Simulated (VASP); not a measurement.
Calculation: optB88-vdW, VASP's PBE PAW potentials (set 64) (plane waves; VASP).

VASP ran on this input.

KPOINTS:
```
Automatic mesh
0
Gamma
8 8 8
0 0 0
```

POSCAR:
```
Ni3Al
1
    3.5581911387     0.0000000000    -0.0000000000
    0.0000000000     3.5581911387    -0.0000000000
    0.0000000000    -0.0000000000     3.5581911387
Al Ni
1 3
Direct
  0.0000000000   0.0000000000   0.0000000000
  0.0000000000   0.5000000000   0.5000000000
  0.5000000000   0.0000000000   0.5000000000
  0.5000000000   0.5000000000   0.0000000000
```

### INCAR
```
AGGAC = 0.0
ALGO = Normal
EDIFF = 1E-6
EDIFFG = -0.02
ENCUT = 520
GGA = BO
IBRION = 2
ISIF = 3
ISMEAR = 1
LASPH = .TRUE.
LCHARG = .FALSE.
LMAXMIX = 4
LREAL = .FALSE.
LUSE_VDW = .TRUE.
LWAVE = .FALSE.
NELM = 100
NSW = 60
PARAM1 = 0.1833333333
PARAM2 = 0.22
PREC = Accurate
SIGMA = 0.1
SYSTEM = Ni3Al
```

POTCAR, in this order: Al Ni (PBE.64 set). Program: vasp_std.

Problem. What does the run give for the energy per atom (σ→0), band gap (on the k-mesh)?

Solution. 
| Item | Value |
|---|---|
| energy per atom (σ→0) | -2.997 eV/atom |
| band gap (on the k-mesh) | none (metal, semimetal or under 0.01 eV) |

OSZICAR:
```
...
DAV:   7    -0.120331686368E+02    0.44827E+01   -0.18873E+01  1532   0.705E+01    0.239E+00
DAV:   8    -0.120126140178E+02    0.20555E-01   -0.40005E-01  1500   0.528E+00    0.137E+00
DAV:   9    -0.119912458792E+02    0.21368E-01   -0.41716E-02  1844   0.298E+00    0.195E-01
DAV:  10    -0.119905319015E+02    0.71398E-03   -0.13696E-03  1484   0.401E-01    0.968E-02
DAV:  11    -0.119905183576E+02    0.13544E-04   -0.19666E-04  2000   0.175E-01    0.396E-02
DAV:  12    -0.119905134805E+02    0.48771E-05   -0.16233E-05  1616   0.569E-02    0.108E-02
DAV:  13    -0.119905138959E+02   -0.41531E-06   -0.23271E-06  1312   0.112E-02
   1 F= -.11990514E+02 E0= -.11989646E+02  d E =-.119905E+02
```

The compound is Ni3Al in the L1_2 structure. It was relaxed first. The start is the result of an earlier pass. The run is not spin-polarised, so no magnetic state was tried. The electron count is odd and the run is not spin-polarised, which forces a metal.
